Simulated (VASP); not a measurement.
Computed with vdW-DF-cx, VASP's PBE PAW potentials (set 64) (plane waves; VASP).

VASP ran on this input.

### INCAR
```
# general
SYSTEM   = HfB2
PREC     = Accurate
ENCUT    = 520
LREAL    = F
LASPH    = T

# electronic loop
EDIFF    = 1E-7
NELM     = 100
ALGO     = Normal
LMAXMIX  = 6

# smearing
ISMEAR   = 1
SIGMA    = 0.1

# functional
GGA      = CX
LUSE_VDW = T
AGGAC    = 0.0

# ions
IBRION   = 2
NSW      = 30
ISIF     = 4
EDIFFG   = -0.01

# output
LWAVE    = F
LCHARG   = F
```

File KPOINTS:
```
Automatic mesh
0
Gamma
 11 11 9
0 0 0
```

### POSCAR
```
HfB2
1
    1.5982586821    -2.7682654767     0.0000000000
    1.5982586821     2.7682654767     0.0000000000
    0.0000000000     0.0000000000     3.5366889553
Hf B
1 2
Direct
  0.0000000000   0.0000000000   0.0000000000
  0.3333330000   0.6666670000   0.5000000000
  0.6666670000   0.3333330000   0.5000000000
```

POTCAR, in this order: Hf_pv B (PBE.64 set). Program: vasp_std.

Output

**OUTCAR**
```
 ion  position               nearest neighbor table
   1  0.000  0.000  0.000-   2 2.56   3 2.56   2 2.56   3 2.56   3 2.56   3 2.56   2 2.56   2 2.56
                             3 2.56   3 2.56   2 2.56   2 2.56
   2  0.333  0.667  0.500-   3 1.85   3 1.85   3 1.85   1 2.56   1 2.56   1 2.56   1 2.56   1 2.56
                             1 2.56
   3  0.667  0.333  0.500-   2 1.85   2 1.85   2 1.85   1 2.56   1 2.56   1 2.56   1 2.56   1 2.56
                             1 2.56
  LATTYP: Found a hexagonal cell.
 ALAT       =     3.1965175683
 C/A-ratio  =     1.1064193704
 Subroutine PRICEL returns:
 Original cell was already a primitive cell.
 Subroutine GETGRP returns: Found 24 space group operations
The static configuration has the point symmetry D_6h.
The dynamic configuration has the point symmetry D_6h.
 Subroutine INISYM returns: Found 24 space group operations
 Subroutine IBZKPT returns following result:
 Found     80 irreducible k-points:

 Following reciprocal coordinates:
            Coordinates               Weight
  0.000000  0.000000  0.000000      1.000000
  0.090909  0.000000  0.000000      6.000000
  0.181818  0.000000  0.000000      6.000000
  0.272727  0.000000  0.000000      6.000000
  0.363636  0.000000  0.000000      6.000000
  0.454545  0.000000  0.000000      6.000000
  0.090909  0.090909  0.000000      6.000000
  0.181818  0.090909  0.000000     12.000000
  0.272727  0.090909  0.000000     12.000000
  0.363636  0.090909  0.000000     12.000000
  0.454545  0.090909  0.000000      6.000000
  0.181818  0.181818  0.000000      6.000000
  0.272727  0.181818  0.000000     12.000000
  0.363636  0.181818  0.000000     12.000000
  0.272727  0.272727  0.000000      6.000000
  0.363636  0.272727  0.000000      6.000000
  0.000000  0.000000  0.111111      2.000000
  0.090909  0.000000  0.111111     12.000000
  0.181818  0.000000  0.111111     12.000000
  0.272727  0.000000  0.111111     12.000000
  0.363636  0.000000  0.111111     12.000000
  0.454545  0.000000  0.111111     12.000000
  0.090909  0.090909  0.111111     12.000000
  0.181818  0.090909  0.111111     24.000000
  0.272727  0.090909  0.111111     24.000000
  0.363636  0.090909  0.111111     24.000000
  0.454545  0.090909  0.111111     12.000000
  0.181818  0.181818  0.111111     12.000000
  0.272727  0.181818  0.111111     24.000000
  0.363636  0.181818  0.111111     24.000000
  0.272727  0.272727  0.111111     12.000000
  0.363636  0.272727  0.111111     12.000000
  0.000000  0.000000  0.222222      2.000000
  0.090909  0.000000  0.222222     12.000000
  0.181818  0.000000  0.222222     12.000000
  0.272727  0.000000  0.222222     12.000000
  0.363636  0.000000  0.222222     12.000000
  0.454545  0.000000  0.222222     12.000000
  0.090909  0.090909  0.222222     12.000000
  0.181818  0.090909  0.222222     24.000000
   k-points           NKPTS =     80   k-points in BZ     NKDIM =     80   number of bands    NBANDS=     12
   number of dos      NEDOS =    301   number of ions     NIONS =      3
   total plane-waves  NPLWV =  16128
   dimension x,y,z NGX =    24 NGY =   24 NGZ =   28
   dimension x,y,z NGXF=    48 NGYF=   48 NGZF=   56
   ions per type =               1   2
   PREC   = accura    normal or accurate (medium, high low for compatibility)
   ISTART =      0    job   : 0-new  1-cont  2-samecut
   ICHARG =      2    charge: 1-file 2-atom 10-const
   ISPIN  =      1    spin polarized calculation?
   LNONCOLLINEAR =      F non collinear calculations
   LSORBIT =      F    spin-orbit coupling
   INIWAV =      1    electr: 0-lowe 1-rand  2-diag
   ENCUT  =  520.0 eV  38.22 Ry    6.18 a.u.   5.94  5.94  6.58*2*pi/ulx,y,z
...
```

OSZICAR:
```
       N       E                     dE             d eps       ncg     rms          rms(c)
DAV:   1     0.313037751871E+02    0.31304E+02   -0.84961E+03  1920   0.126E+03
DAV:   2    -0.235723553219E+02   -0.54876E+02   -0.51605E+02  2340   0.238E+02
DAV:   3    -0.253353704021E+02   -0.17630E+01   -0.17405E+01  2548   0.329E+01
DAV:   4    -0.253504553716E+02   -0.15085E-01   -0.15075E-01  2332   0.323E+00
DAV:   5    -0.253506376663E+02   -0.18229E-03   -0.18226E-03  2536   0.290E-01    0.488E+01
DAV:   6    -0.233513795650E+02    0.19993E+01   -0.46799E+00  2328   0.137E+01    0.356E+01
DAV:   7    -0.233160156666E+02    0.35364E-01   -0.15356E+00  2444   0.832E+00    0.108E+01
DAV:   8    -0.232578866363E+02    0.58129E-01   -0.43268E-01  2308   0.450E+00    0.164E+00
DAV:   9    -0.232535505162E+02    0.43361E-02   -0.33534E-02  2288   0.137E+00    0.266E-01
DAV:  10    -0.232534619437E+02    0.88572E-04   -0.94476E-04  2344   0.270E-01    0.343E-01
DAV:  11    -0.232534660125E+02   -0.40688E-05   -0.10791E-04  2356   0.851E-02    0.186E-01
DAV:  12    -0.232534626602E+02    0.33523E-05   -0.11582E-05  2360   0.295E-02    0.239E-02
DAV:  13    -0.232534627241E+02   -0.63880E-07   -0.45633E-07  2400   0.664E-03
   1 F= -.23253463E+02 E0= -.23253477E+02  d E =-.232535E+02
       N       E                     dE             d eps       ncg     rms          rms(c)
DAV:   1    -0.232542826778E+02   -0.82002E-03   -0.39895E-02  2036   0.173E+00    0.224E-01
DAV:   2    -0.232539642742E+02    0.31840E-03   -0.52902E-04  2380   0.202E-01    0.941E-02
DAV:   3    -0.232538264847E+02    0.13779E-03   -0.13772E-04  2384   0.920E-02    0.283E-02
DAV:   4    -0.232538183198E+02    0.81649E-05   -0.17085E-05  2628   0.333E-02    0.183E-02
DAV:   5    -0.232538182040E+02    0.11579E-06   -0.70834E-07  2280   0.648E-03    0.939E-03
DAV:   6    -0.232538182005E+02    0.34938E-08   -0.41939E-08  1344   0.194E-03
   2 F= -.23253818E+02 E0= -.23253836E+02  d E =-.355476E-03
```

File OUTCAR:
```
------------------------ aborting loop because EDIFF is reached ----------------------------------------
  FORCE on cell =-STRESS in cart. coord.  units (eV):
  Direction    XX          YY          ZZ          XY          YZ          ZX
  --------------------------------------------------------------------------------------
  Total       -2.6317156     -2.6317160     -2.6469561      0.0000000      0.0000000     -0.0000000
  in kB     -134.7311055   -134.7311264   -135.5113437      0.0000000      0.0000000     -0.0000000
  external PRESSURE =    -134.9911919 kB  Pullay stress =       0.0000000 kB
  volume of cell :       31.30
      direct lattice vectors                 reciprocal lattice vectors
     1.595994379 -2.764343568  0.000000000     0.313284311 -0.180874767  0.000000000
     1.595994379  2.764343568  0.000000000     0.313284311  0.180874767  0.000000000
    -0.000000000  0.000000000  3.546731392    -0.000000000  0.000000000  0.281949742
 POSITION                                       TOTAL-FORCE (eV/Angst)
 -----------------------------------------------------------------------------------
      1.59599      2.76434      0.00000         0.000000      0.000000      0.000000
      1.59599      0.92145      1.77337        -0.000000      0.000000      0.000000
      1.59599     -0.92145      1.77337         0.000000     -0.000000     -0.000000
 -----------------------------------------------------------------------------------
    total drift:                                0.000000      0.000000      0.000000
  FREE ENERGIE OF THE ION-ELECTRON SYSTEM (eV)
  ---------------------------------------------------
  free  energy   TOTEN  =       -23.2538182005 eV

  energy  without entropy=      -23.2538730009  energy(sigma->0) =      -23.25383647

 reached required accuracy - stopping structural energy minimisation
```
(Selected blocks of OUTCAR.)

**CONTCAR**
```
HfB2
   1.00000000000000
     1.5959943793403160   -2.7643435681793926    0.0000000000000000
     1.5959943793403160    2.7643435681793926    0.0000000000000000
    -0.0000000000000000    0.0000000000000000    3.5467313923643657
  Hf              B
     1     2
Direct
     0.0000000000000000    1.0000000000000000    0.0000000000000000
     0.3333330000000032    0.6666669999999968    0.5000000000000000
     0.6666669999999968    0.3333330000000032    0.5000000000000000
```

OUTCAR:
```
 val. band max:        7.0395872195   @ k =   0.1818   0.1818   0.1111

 cond. band min:       7.1807452176   @ k =   0.2727   0.1818   0.0000


 Fermi energy:         7.1513134302

 k-point     1 :       0.0000    0.0000    0.0000
  band No.  band energies     occupation
      1     -23.6085      2.00000
      2     -23.1568      2.00000
      3     -23.1568      2.00000
      4      -6.2278      2.00000
      5       4.2952      2.00000
      6       4.4314      2.00000
      7       4.4447      2.00000
      8       4.4448      2.00000
      9      10.9443      0.00000
     10      10.9443      0.00000
     11      11.5565      0.00000
     12      11.5566      0.00000

 k-point     2 :       0.0909    0.0000    0.0000
  band No.  band energies     occupation
      1     -23.5999      2.00000
      2     -23.2103      2.00000
      3     -23.1688      2.00000
      4      -6.0583      2.00000
      5       3.9438      2.00000
      6       4.2965      2.00000
      7       4.4278      2.00000
      8       4.4674      2.00000
      9      10.4506      0.00000
     10      10.8307      0.00000
     11      10.9211      0.00000
     12      11.1492      0.00000

 k-point     3 :       0.1818    0.0000    0.0000
  band No.  band energies     occupation
      1     -23.5770      2.00000
      2     -23.3512      2.00000
      3     -23.2008      2.00000
      4      -5.5687      2.00000
      5       2.7909      2.00000
      6       3.9829      2.00000
      7       4.3483      2.00000
      8       4.8555      2.00000
      9       9.3632      0.00000
     10      10.5455      0.00000
     11      10.6895      0.00000
     12      11.2491      0.00000

 k-point     4 :       0.2727    0.0000    0.0000
  band No.  band energies     occupation
      1     -23.5467      2.00000
      2     -23.5301      2.00000
      3     -23.2424      2.00000
      4      -4.8064      2.00000
      5       1.4196      2.00000
      6       3.6495      2.00000
...
```

Unless said otherwise, spin-orbit coupling is left out, though it shifts the bands of the heavy elements here.

The compound is HfB2 in the AlB2 type structure. This cell is one point of a volume scan, at 1.06 of the reference volume. Symmetry was kept, so distortions that lower it aren't found.
